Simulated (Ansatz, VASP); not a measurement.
# TiSi2 (Zhiqinite): VASP beside Ansatz, part 2 of 2

Wanted: the spread between two codes on one cell, functional and k mesh. The structure shown is the start of the Ansatz relaxation below; VASP solves that cell, so the two are compared at the walk's first step.

VASP 6.6.1 and Ansatz 0.2.0.

So far. Step 3 (VASP: single point, LDA, start cell, pair 1): The run ends at a pressure of 15.74 GPa, with forces up to 0.0067 eV/Å.

### 6. Ansatz: relaxation, LDA

Level of this step: Ansatz beside VASP: Kohn-Sham DFT, plane waves, LDA (Ansatz).

The two programs are compared at the cell with which this relaxation starts, whose forces are those of its first step. The cell compared in this pair holds 76.12 Å³, against 74.50 Å³ for the pair before.

The structure compared here is the start of the Ansatz relaxation; VASP solves that cell, so the two are compared at the walk's first step.

Input file input.yaml:

```yaml
crystal:
  lattice:
    - [0.0, 3.9678706203, 4.1456324573]
    - [2.3138843353, 0.0, 4.1456324573]
    - [2.3138843353, 3.9678706203, 0.0]
  atoms:
    - { symbol: Si, position: [0.0856082319, 0.4143917681, 0.0856082319] }
    - { symbol: Si, position: [0.4143917681, 0.0856082319, 0.4143917681] }
    - { symbol: Si, position: [0.1643917681, 0.8356082319, 0.1643917681] }
    - { symbol: Si, position: [0.8356082319, 0.1643917681, 0.8356082319] }
    - { symbol: Ti, position: [0.75, 0.75, 0.75] }
    - { symbol: Ti, position: [0.5, 0.5, 0.5] }
kpoints:
  mp_grid: { grid: [12, 12, 12] }
hamiltonian:
  xc: lda
  pseudopotentials: { kind: paw, azcp: { folder: soft_1 }, xc_functional: pbe }
scf:
  occupations: { method: methfessel_paxton, width: 0.2 }
output:
  forces: true
  stress: true
  eigenvalues: true
relax:
  adjacent_minimum: "off"
  f_tol: 0.001
  max_steps: 60
  cell: { stress_tol: 0.01, fix: [volume] }
```

Launch:

```console
$ ansatz run input.yaml --threads 8 --pin off --max-ram 16384MiB --backend cpu --events-out ev --progress --plain --runs-dir out
```

Numbers of over 12 decimals in the logs are rounded to 6 here.

What it wrote:

```text
[...]
Crystal: 6 atoms, lattice volume = 76.124 Å³
Basis set: ecut = 420 eV, 1491 PW (Γ)
Bands: 26, of which v1, the nominal top of the filled ones, is band 20 counted from 1 (19 counted from 0)
Symmetry: 8 space group operations
[...]
k-points: 280 of 1728
[...]
cell:  # Å, volume = 76.1237 Å³
    - [0, 3.963302, 4.151326]
    - [2.313375, 0, 4.151326]
    - [2.313375, 3.963302, 0]
  atoms:
    - { symbol: Si, position: [0.085542, 0.414458, 0.085542] }
    - { symbol: Si, position: [0.414458, 0.085542, 0.414458] }
    - { symbol: Si, position: [0.164458, 0.835542, 0.164458] }
    - { symbol: Si, position: [0.835542, 0.164458, 0.835542] }
    - { symbol: Ti, position: [0.75, 0.750000, 0.750000] }
    - { symbol: Ti, position: [0.5, 0.5, 0.5] }
[key lines of the parts left out:]
SCF converged after 4 iterations
Free energy (F): -7339.079175 eV
Fermi energy:    13.782424 eV
P = ⅓ Tr σ = 11.1282 GPa (111.282 kbar)
```

### 7. VASP: single point, LDA, start cell, pair 2

The same cell, functional (in two slightly different forms), mesh and smearing now go to VASP, with its own data sets.

Input file INCAR:

```
SYSTEM = TiSi2
PREC = Accurate
ENCUT = 400
EDIFF = 1E-06
NELM = 120
ISMEAR = 1
SIGMA = 0.2
LREAL = .FALSE.
ALGO = Normal
GGA = CA
NBANDS = 26
LASPH = .TRUE.
LORBIT = 11
LWAVE = .FALSE.
LCHARG = .FALSE.
ISIF = 2
GGA_COMPAT = .FALSE.
KPAR = 2
```

Input file POSCAR:

```
TiSi2
1.0
    0.0000000000      3.9678710000      4.1456320000
    2.3138840000      0.0000000000      4.1456320000
    2.3138840000      3.9678710000      0.0000000000
Si Ti
4 2
Direct
    0.0856082519      0.4143917481      0.0856082519
    0.4143917481      0.0856082519      0.4143917481
    0.1643918111      0.8356081889      0.1643918111
    0.8356081889      0.1643918111      0.8356081889
    0.7499998415      0.7500003997      0.7500000325
    0.5000000000      0.5000000000      0.5000000000
```

Input file KPOINTS:

```
Automatic mesh
0
Gamma
12 12 12
0 0 0
```

The projector-augmented-wave data sets are Si and Ti_sv (LDA family, release 64).

Launch:

```console
$ mpirun -np 2 vasp_std
```

What it wrote:

```text
[... set-up lines as in an earlier step ...]
 entering main loop
       N       E                     dE             d eps       ncg     rms          rms(c)
DAV:   1     0.347573948338E+03    0.34757E+03   -0.16590E+04 14568   0.139E+03
DAV:   2    -0.364281078336E+01   -0.35122E+03   -0.34512E+03 14598   0.424E+02
DAV:   3    -0.451650603944E+02   -0.41522E+02   -0.40870E+02 25856   0.122E+02
DAV:   4    -0.477756496305E+02   -0.26106E+01   -0.26023E+01 19670   0.288E+01
[...]
DAV:  12    -0.447686324831E+02    0.17279E-04   -0.48470E-04 20614   0.186E-01    0.249E-02
DAV:  13    -0.447686282047E+02    0.42783E-05   -0.47251E-05 19646   0.638E-02    0.115E-02
DAV:  14    -0.447686280557E+02    0.14898E-06   -0.18918E-06 14446   0.118E-02
   1 F= -.44768628E+02 E0= -.44768672E+02  d E =0.131917E-03
```

OUTCAR, selected parts (step 7):

```text
  Total        5.2675533      5.0191208      5.6500314      0.0000000      0.0000000      0.0000000
  in kB      110.8663238    105.6375591    118.9163506      0.0000000      0.0000000      0.0000000
  external PRESSURE =     111.8067445 kB  Pullay stress =       0.0000000 kB

 POSITION                                       TOTAL-FORCE (eV/Angst)
 -----------------------------------------------------------------------------------
      1.15694      0.67937      2.07282         0.000000     -0.005973      0.000000
      1.15694      3.28851      2.07282         0.000000      0.005973      0.000000
      2.31388      1.30457      4.14563        -0.000000      0.005973     -0.000000
      2.31388      6.63117      4.14563        -0.000000     -0.005973     -0.000000
      3.47083      5.95181      6.21845        -0.000000     -0.000000     -0.000000
      2.31388      3.96787      4.14563         0.000000     -0.000000     -0.000000
 -----------------------------------------------------------------------------------
    total drift:                                0.000423      0.000083      0.000383

  FREE ENERGIE OF THE ION-ELECTRON SYSTEM (eV)
  ---------------------------------------------------
  free  energy   TOTEN  =       -44.7686280557 eV

  energy  without entropy=      -44.7687599731  energy(sigma->0) =      -44.76867203

[... 1 part as in an earlier step ...]

[... 2 further parts left out ...]
[key lines of the parts left out:]
E-fermi :  11.2881
```

The run ends at a pressure of 11.18 GPa, with forces up to 0.0060 eV/Å.

### 8. Comparison

The forces differ by 0.88 meV/Å r.m.s.; no other quantity is compared for this pair.

### 9. Further runs

Further runs change the set-up of one program: Ansatz's method, potentials or start, or VASP's data sets, cutoff or form of LDA. The table gives that difference for each run.

```csv
run,r.m.s. force difference (meV/Å)
as above,0.88
VASP with a cutoff of 500 eV (perhaps on Ansatz's relaxed cell),0.25
```

### 10. Ansatz: relaxation, LDA

The two programs are compared at the cell with which this relaxation starts, whose forces are those of its first step. The cell compared in this pair holds 79.36 Å³, against 76.12 Å³ for the pair before.

The structure compared here is the start of the Ansatz relaxation; VASP solves that cell, so the two are compared at the walk's first step.

input.yaml, the sections that differ from step 6:

```yaml
crystal:
  lattice:
    - [0.0, 4.0329648001, 4.1913319634]
    - [2.3475328371, 0.0, 4.1913319634]
    - [2.3475328371, 4.0329648001, 0.0]
  atoms:
    - { symbol: Si, position: [0.0857315207, 0.4142684793, 0.0857315207] }
    - { symbol: Si, position: [0.4142684793, 0.0857315207, 0.4142684793] }
    - { symbol: Si, position: [0.1642684793, 0.8357315207, 0.1642684793] }
    - { symbol: Si, position: [0.8357315207, 0.1642684793, 0.8357315207] }
    - { symbol: Ti, position: [0.75, 0.75, 0.75] }
    - { symbol: Ti, position: [0.5, 0.5, 0.5] }
# kpoints, hamiltonian, scf, output, relax: as in step 6
```

Launch:

```console
$ ansatz run input.yaml --threads 8 --pin off --max-ram 16384MiB --backend cpu --events-out ev --progress --plain --runs-dir out
```

What it wrote:

```text
[...]
Crystal: 6 atoms, lattice volume = 79.363 Å³
Basis set: ecut = 420 eV, 1557 PW (Γ)
Bands: 26, of which v1, the nominal top of the filled ones, is band 20 counted from 1 (19 counted from 0)
Symmetry: 8 space group operations
[...]
k-points: 280 of 1728
[...]
cell:  # Å, volume = 79.3630 Å³
    - [0, 4.028087, 4.197544]
    - [2.346898, 0, 4.197544]
    - [2.346898, 4.028087, 0]
  atoms:
    - { symbol: Si, position: [0.085671, 0.414329, 0.085671] }
    - { symbol: Si, position: [0.414329, 0.085671, 0.414329] }
    - { symbol: Si, position: [0.164329, 0.835671, 0.164329] }
    - { symbol: Si, position: [0.835671, 0.164329, 0.835671] }
    - { symbol: Ti, position: [0.750000, 0.75, 0.750000] }
    - { symbol: Ti, position: [0.500000, 0.500000, 0.500000] }
[key lines of the parts left out:]
SCF converged after 4 iterations
Free energy (F): -7339.222445 eV
Fermi energy:    13.143127 eV
P = ⅓ Tr σ = 3.3218 GPa (33.218 kbar)
```

### 11. VASP: single point, LDA, start cell, pair 3

The same cell, functional (in two slightly different forms), mesh and smearing now go to VASP, with its own data sets.

INCAR is that of step 7.

Input file POSCAR:

```
TiSi2
1.0
    0.0000000000      4.0329650000      4.1913320000
    2.3475330000      0.0000000000      4.1913320000
    2.3475330000      4.0329650000      0.0000000000
Si Ti
4 2
Direct
    0.0857315721      0.4142684279      0.0857313591
    0.4142685170      0.0857314830      0.4142683040
    0.1642684725      0.8357315275      0.1642684725
    0.8357315275      0.1642684725      0.8357315275
    0.7500000445      0.7499999555      0.7499998315
    0.5000000000      0.5000000000      0.5000000000
```

KPOINTS is that of step 7.

Launch:

```console
$ mpirun -np 2 vasp_std
```

What it wrote:

```text
[... set-up lines as in an earlier step ...]
 entering main loop
       N       E                     dE             d eps       ncg     rms          rms(c)
DAV:   1     0.344694210416E+03    0.34469E+03   -0.16618E+04 14592   0.137E+03
DAV:   2    -0.409179170969E+01   -0.34879E+03   -0.34272E+03 14630   0.420E+02
DAV:   3    -0.454059966713E+02   -0.41314E+02   -0.40641E+02 25830   0.121E+02
DAV:   4    -0.480956414612E+02   -0.26896E+01   -0.26808E+01 19822   0.289E+01
[...]
DAV:  12    -0.449185080289E+02    0.29972E-04   -0.62644E-04 20782   0.202E-01    0.221E-02
DAV:  13    -0.449185034181E+02    0.46109E-05   -0.55353E-05 19978   0.663E-02    0.125E-02
DAV:  14    -0.449185031243E+02    0.29373E-06   -0.20733E-06 14778   0.123E-02
   1 F= -.44918503E+02 E0= -.44918415E+02  d E =-.262916E-03
```

From OUTCAR (step 11):

```text
  Total        1.6271000      1.3965280      2.0131795      0.0000000      0.0000000      0.0000000
  in kB       32.8478237     28.1930474     40.6419803      0.0000000      0.0000000      0.0000000
  external PRESSURE =      33.8942838 kB  Pullay stress =       0.0000000 kB

 POSITION                                       TOTAL-FORCE (eV/Angst)
 -----------------------------------------------------------------------------------
      1.17377      0.69150      2.09567        -0.000000     -0.004881      0.000000
      1.17377      3.34146      2.09567        -0.000000      0.004881      0.000000
      2.34753      1.32498      4.19133        -0.000000      0.004881     -0.000000
      2.34753      6.74095      4.19133        -0.000000     -0.004881     -0.000000
      3.52130      6.04945      6.28700        -0.000000      0.000000     -0.000000
      2.34753      4.03296      4.19133         0.000000      0.000000      0.000000
 -----------------------------------------------------------------------------------
    total drift:                                0.000001      0.000003     -0.000296

  FREE ENERGIE OF THE ION-ELECTRON SYSTEM (eV)
  ---------------------------------------------------
  free  energy   TOTEN  =       -44.9185031243 eV

  energy  without entropy=      -44.9182402088  energy(sigma->0) =      -44.91841549

[... 1 part as in an earlier step ...]

[... 2 further parts left out ...]
[key lines of the parts left out:]
E-fermi :  10.7511
```

The run ends at a pressure of 3.39 GPa, with forces up to 0.0049 eV/Å.

### 12. Comparison

The forces differ by 0.75 meV/Å r.m.s.; no other quantity is compared for this pair.

### 13. What the set-up changes

Further runs change the set-up of one program: Ansatz's method, potentials or start, or VASP's data sets, cutoff or form of LDA. The table gives that difference for each run.

```csv
run,r.m.s. force difference (meV/Å)
as above,0.75
VASP with a cutoff of 500 eV (perhaps on Ansatz's relaxed cell),0.34
```

### 14. Outcome

| Quantity | Value |
| --- | --- |
| r.m.s. force difference (single point, LDA, start cell, pair 1) | 0.93 meV/Å |
| r.m.s. force difference (single point, LDA, start cell, pair 2) | 0.88 meV/Å |
| r.m.s. force difference (single point, LDA, start cell, pair 3) | 0.75 meV/Å |

The r.m.s. force difference is 0.93 meV/Å (single point, LDA, start cell, pair 1), within the 12 meV/Å picked in this series as the mark of a large difference. Single point, LDA, start cell, pair 1, VASP with a cutoff of 500 eV (perhaps on Ansatz's relaxed cell): r.m.s. force difference goes from 0.93 to 0.23 meV/Å. Single point, LDA, start cell, pair 2, VASP with a cutoff of 500 eV (perhaps on Ansatz's relaxed cell): r.m.s. force difference goes from 0.88 to 0.25 meV/Å. Single point, LDA, start cell, pair 3, VASP with a cutoff of 500 eV (perhaps on Ansatz's relaxed cell): r.m.s. force difference goes from 0.75 to 0.34 meV/Å. 4 further runs of this series are not shown here. How closely two codes agree says nothing of how well the functional describes the real material.

[Lines on the potential files, build, host, timing and source positions are cut from VASP's logs without a mark.]

[Logs are printed without paths, hosts, clocks, repeated set-up lines and the standing remarks that a program may print on its own settings, such as how far it seeks lower states.]

[Hosts, paths, dates, database ids (printed as entryN), source tags and the programs' standing remarks are cut or masked in the printed files.]

[Rows of further runs with another cutoff or data set may stand on the cell that Ansatz relaxed, not on the start cell of the pair above them.]
